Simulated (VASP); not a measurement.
```
CELL_PARAMETERS angstrom
      0.00000     2.80800     2.80800
      2.80800     0.00000     2.80800
      2.80800     2.80800     0.00000
ATOMIC_POSITIONS crystal
  Pd 0.00000 0.00000 0.00000
  Al 0.50000 0.50000 0.50000
```

All values below come from r2SCAN meta-GGA, VASP's PBE PAW potentials (set 64) (plane waves; VASP). Run with 400 eV cut-off, 10×10×10 Γ-centred mesh, first-order Methfessel-Paxton smearing of 0.10 eV, potentials Pd Al.

Energy and stress use the plane-wave basis of the starting cell.

Task: The ions, cell shape and volume are relaxed. Which structure does the run end with?

Result: 
```
CELL_PARAMETERS angstrom
      0.00000     2.54558     2.54558
      2.54558     0.00000     2.54558
      2.54558     2.54558     0.00000
ATOMIC_POSITIONS crystal
  Pd 0.00000 0.00000 0.00000
  Al 0.50000 0.50000 0.50000
```
Space group Fm-3m (225), at a tolerance of 0.03 Å.

Task: How do energy and volume change from the first to the last step?

Result: The energy (σ→0) changes by -412.8 meV/atom and the volume by -25.5 %, in 3 ionic steps.

```csv
step,E(σ→0) (eV),max force (eV/Å),pressure (GPa),volume (Å³)
1,-29.6311,0.000,-17.59,44.28
2,-30.3732,0.000,11.39,30.46
3,-30.4567,0.000,0.00,32.99
```

The structure was generated: PdAl was put into the rock salt type (Fm-3m), which need not be its known phase. This run relaxes it. Symmetry was kept, so distortions that lower it aren't found. The electron count is odd and the run is not spin-polarised, which forces a metal.
